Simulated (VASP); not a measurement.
Level of theory: RPBE GGA, VASP's PBE PAW potentials (set 64) (plane waves; VASP).

Input for VASP

**KPOINTS**
```
Automatic mesh
0
Gamma
8 8 8
0 0 0
```

POSCAR:
```
GdN
1
    0.0000000000     2.4900000000     2.4900000000
    2.4900000000     0.0000000000     2.4900000000
    2.4900000000     2.4900000000     0.0000000000
Gd N
1 1
Direct
  0.0000000000   0.0000000000   0.0000000000
  0.5000000000   0.5000000000   0.5000000000
```

### INCAR
```
LMAXMIX  =  6   # l cut-off of mixed one-centre charges
EDIFFG  =  -0.01   # ionic stop
EDIFF  =  1E-6   # SCF stop (eV)
ISMEAR  =  0
SYSTEM  =  GdN
LWAVE  =  .FALSE.
NSW  =  60
ALGO  =  Normal   # blocked Davidson
PREC  =  Accurate
NELM  =  100   # most electronic steps
LCHARG  =  .FALSE.
LASPH  =  .TRUE.
SIGMA  =  0.05   # width (eV)
ISIF  =  3   # ions, shape and volume
GGA  =  RP   # RPBE
IBRION  =  2   # conjugate gradients
ENCUT  =  520   # plane-wave cut-off (eV)
LREAL  =  .FALSE.
```

POTCAR, in this order: Gd_3 N (PBE.64 set). Program: vasp_std.

Output of the run:

OSZICAR:
```
       N       E                     dE             d eps       ncg     rms          rms(c)
DAV:   1     0.445632631615E+02    0.44563E+02   -0.70404E+03   638   0.118E+03
DAV:   2    -0.144751814001E+02   -0.59038E+02   -0.55795E+02   837   0.236E+02
DAV:   3    -0.175578303348E+02   -0.30826E+01   -0.29471E+01   856   0.423E+01
DAV:   4    -0.175939847518E+02   -0.36154E-01   -0.36105E-01   759   0.422E+00
DAV:   5    -0.175946717313E+02   -0.68698E-03   -0.68665E-03   859   0.463E-01    0.269E+01
DAV:   6    -0.154669537707E+02    0.21277E+01   -0.18581E+01   734   0.263E+01    0.245E+01
DAV:   7    -0.153011995263E+02    0.16575E+00   -0.13670E+00   730   0.778E+00    0.168E+01
DAV:   8    -0.153109120036E+02   -0.97125E-02   -0.10466E-01   716   0.368E+00    0.573E+00
DAV:   9    -0.153076176938E+02    0.32943E-02   -0.10064E-02   758   0.910E-01    0.637E-01
DAV:  10    -0.153080281109E+02   -0.41042E-03   -0.63966E-04   839   0.264E-01    0.307E-01
DAV:  11    -0.153080427545E+02   -0.14644E-04   -0.35929E-05   811   0.682E-02    0.274E-02
DAV:  12    -0.153080450045E+02   -0.22501E-05   -0.71498E-06   783   0.275E-02    0.362E-03
DAV:  13    -0.153080450208E+02   -0.16268E-07   -0.24962E-07   514   0.504E-03
   1 F= -.15308045E+02 E0= -.15307894E+02  d E =-.153080E+02
       N       E                     dE             d eps       ncg     rms          rms(c)
DAV:   1    -0.154170906112E+02   -0.10905E+00   -0.25607E+00   650   0.146E+01    0.363E+00
DAV:   2    -0.153333195676E+02    0.83771E-01   -0.37273E-01   770   0.424E+00    0.132E+00
DAV:   3    -0.153138278749E+02    0.19492E-01   -0.53596E-02   762   0.170E+00    0.120E+00
DAV:   4    -0.153065243411E+02    0.73035E-02   -0.28458E-02   793   0.148E+00    0.421E-01
DAV:   5    -0.153064376635E+02    0.86678E-04   -0.79664E-04   787   0.264E-01    0.863E-02
DAV:   6    -0.153064289648E+02    0.86986E-05   -0.57091E-05   854   0.517E-02    0.144E-02
DAV:   7    -0.153064296884E+02   -0.72359E-06   -0.39281E-06   783   0.197E-02
   2 F= -.15306430E+02 E0= -.15306387E+02  d E =0.161533E-02
       N       E                     dE             d eps       ncg     rms          rms(c)
DAV:   1    -0.153470945569E+02   -0.40666E-01   -0.71909E-01   644   0.772E+00    0.190E+00
DAV:   2    -0.153237163492E+02    0.23378E-01   -0.11411E-01   749   0.228E+00    0.650E-01
DAV:   3    -0.153177311774E+02    0.59852E-02   -0.17176E-02   783   0.965E-01    0.640E-01
DAV:   4    -0.153155211053E+02    0.22101E-02   -0.80342E-03   760   0.827E-01    0.253E-01
DAV:   5    -0.153155414382E+02   -0.20333E-04   -0.57862E-04   828   0.200E-01    0.545E-02
DAV:   6    -0.153155112931E+02    0.30145E-04   -0.10360E-04   820   0.892E-02    0.955E-03
DAV:   7    -0.153155117269E+02   -0.43380E-06   -0.54968E-06   799   0.240E-02
   3 F= -.15315512E+02 E0= -.15315412E+02  d E =-.746671E-02
```

### OUTCAR
```
------------------------ aborting loop because EDIFF is reached ----------------------------------------
  FORCE on cell =-STRESS in cart. coord.  units (eV):
  Direction    XX          YY          ZZ          XY          YZ          ZX
  --------------------------------------------------------------------------------------
  Total       -0.0024462     -0.0024462     -0.0024462     -0.0000000      0.0000000      0.0000000
  in kB       -0.1240837     -0.1240837     -0.1240837     -0.0000000      0.0000000      0.0000000
  external PRESSURE =      -0.1240837 kB  Pullay stress =       0.0000000 kB
  volume of cell :       31.59
      direct lattice vectors                 reciprocal lattice vectors
     0.000000000  2.508909412  2.508909412    -0.199289778  0.199289778  0.199289778
     2.508909412  0.000000000  2.508909412     0.199289778 -0.199289778  0.199289778
     2.508909412  2.508909412 -0.000000000     0.199289778  0.199289778 -0.199289778
 POSITION                                       TOTAL-FORCE (eV/Angst)
 -----------------------------------------------------------------------------------
      0.00000      0.00000      0.00000        -0.000000     -0.000000     -0.000000
      2.50891      2.50891      2.50891         0.000000      0.000000      0.000000
 -----------------------------------------------------------------------------------
    total drift:                                0.000000      0.000000      0.000000
  FREE ENERGIE OF THE ION-ELECTRON SYSTEM (eV)
  ---------------------------------------------------
  free  energy   TOTEN  =       -15.3155117269 eV

  energy  without entropy=      -15.3153118934  energy(sigma->0) =      -15.31541181

 reached required accuracy - stopping structural energy minimisation
```
(Selected blocks of OUTCAR.)

### CONTCAR
```
GdN
   1.00000000000000
     0.0000000000000000    2.5089094122485256    2.5089094122485256
     2.5089094122485256    0.0000000000000000    2.5089094122485256
     2.5089094122485256    2.5089094122485256   -0.0000000000000000
  Gd              N
     1     1
Direct
     0.0000000000000000    0.0000000000000000    0.0000000000000000
     0.5000000000000000    0.5000000000000000    0.5000000000000000
```

The 4f electrons are frozen in the core of the lanthanide potential, so 4f levels, which can set the real gap, and their magnetism are missing. Energy and stress use the plane-wave basis of the starting cell.

The compound is GdN in the rock salt structure. This run relaxes it. Symmetry was kept, so distortions that lower it aren't found.
